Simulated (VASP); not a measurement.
Consider the following.

```
CELL_PARAMETERS angstrom
      0.00000     2.71883     2.71883
      2.71883     0.00000     2.71883
      2.71883     2.71883     0.00000
ATOMIC_POSITIONS crystal
  Ru 0.00000 0.00000 0.00000
  Al 0.25000 0.25000 0.25000
```

These are PBEsol GGA, VASP's PBE PAW potentials (set 64) (plane waves; VASP) values and carry that method's errors. Numerical set-up: 400 eV cut-off, Gaussian smearing of 0.050 eV, potentials Ru_pv Al.

Question: Give the energies of bands 4 to 11 at the high-symmetry points, in eV from the Fermi level.

Answer: 
```
band      Γ      X      U      L      W
----  -----  -----  -----  -----  -----
4     -6.86  -3.73  -3.82  -4.62  -3.74
5     -1.83  -3.06  -2.57  -1.99  -2.36
6     -1.83  -0.58  -1.24  -1.61  -1.37
7     -1.83  -0.41  -0.71  -1.61  -1.06
8     -0.49  -0.41  -0.28  -0.15  -0.30
9     -0.49   0.14   0.12  -0.15   0.89
10     8.67   1.44   1.24   0.69   1.26
11     8.67   3.13   2.54   6.42   2.06
```

It has no gap at this level: it comes out as a metal or semimetal.

The structure was generated: RuAl was put into the zinc blende type (F-43m), which need not be its known phase. It was relaxed first, which changed the volume by -31 %. The electron count is odd and the run is not spin-polarised, which forces a metal.
